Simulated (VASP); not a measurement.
Given:

```
CELL_PARAMETERS angstrom
      1.39605    -2.41803     0.00000
      1.39605     2.41803     0.00000
      0.00000     0.00000     4.40371
ATOMIC_POSITIONS crystal
  Os 0.33333 0.66667 0.25000
  Os 0.66667 0.33333 0.75000
```

The numbers are results of PBE GGA with D4 dispersion, VASP's PBE PAW potentials (set 64) (plane waves; VASP), not measurements. Settings: 520 eV cut-off, 15×15×9 Γ-centred mesh, first-order Methfessel-Paxton smearing of 0.10 eV, potentials Os.

Unless said otherwise, spin-orbit coupling is left out, though it shifts the bands of the heavy elements here.

Task: What does the run give for the energy per atom (σ→0), pressure, band gap (on the k-mesh) with the smallest direct gap where there is one?

Result: 
```yaml
band gap (on the k-mesh): none (metal, semimetal or under 0.01 eV)
energy per atom (σ→0): -11.886 eV/atom
pressure: -21.73 GPa
```

The compound is Os in the hcp structure. This cell is one point of a volume scan, at 1.06 of the reference volume.
